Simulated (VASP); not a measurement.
OSZICAR of a VASP run on PbF2 (fluorite):

### OSZICAR
```
       N       E                     dE             d eps       ncg     rms          rms(c)
DAV:   1     0.302854595371E+03    0.30285E+03   -0.15076E+04   586   0.175E+03
DAV:   2     0.133797041004E+02   -0.28947E+03   -0.27961E+03   638   0.452E+02
DAV:   3    -0.154351715978E+02   -0.28815E+02   -0.28447E+02   678   0.159E+02
DAV:   4    -0.163248177099E+02   -0.88965E+00   -0.88894E+00   650   0.289E+01
DAV:   5    -0.163510477570E+02   -0.26230E-01   -0.26229E-01   630   0.506E+00    0.806E+00
DAV:   6    -0.143645285502E+02    0.19865E+01   -0.10613E+01   736   0.270E+01    0.276E+00
DAV:   7    -0.143568720908E+02    0.76565E-02   -0.47427E-01   578   0.469E+00    0.157E+00
DAV:   8    -0.143517561303E+02    0.51160E-02   -0.10558E-01   580   0.396E+00    0.495E-01
DAV:   9    -0.143493154988E+02    0.24406E-02   -0.20913E-02   660   0.110E+00    0.102E-01
DAV:  10    -0.143504885891E+02   -0.11731E-02   -0.17255E-03   580   0.471E-01    0.309E-02
DAV:  11    -0.143504689297E+02    0.19659E-04   -0.13557E-04   612   0.125E-01    0.131E-02
DAV:  12    -0.143504799549E+02   -0.11025E-04   -0.63561E-05   660   0.842E-02    0.120E-02
DAV:  13    -0.143504776925E+02    0.22624E-05   -0.24140E-05   676   0.525E-02    0.281E-03
DAV:  14    -0.143504776757E+02    0.16809E-07   -0.12294E-06   432   0.843E-03
   1 F= -.14917070E+02 E0= -.14917070E+02  d E =-.149171E+02
```

Question: Which electronic solver shows in the log?

Answer: It is blocked Davidson (ALGO = Normal, or the opening steps of other solvers). The INCAR had ALGO = Normal.

Question: Can the final energy be trusted as converged?

Answer: The run converged. It stopped with EDIFF = 1E-6, NELM = 100, NSW = 60 and EDIFFG = -0.02 after 1 ionic step (PBE GGA with D4 dispersion, plane waves, VASP's PBE PAW potentials (set 64)).

The compound is PbF2 in the fluorite structure, the β form. It was relaxed first. The start is the result of an earlier pass.
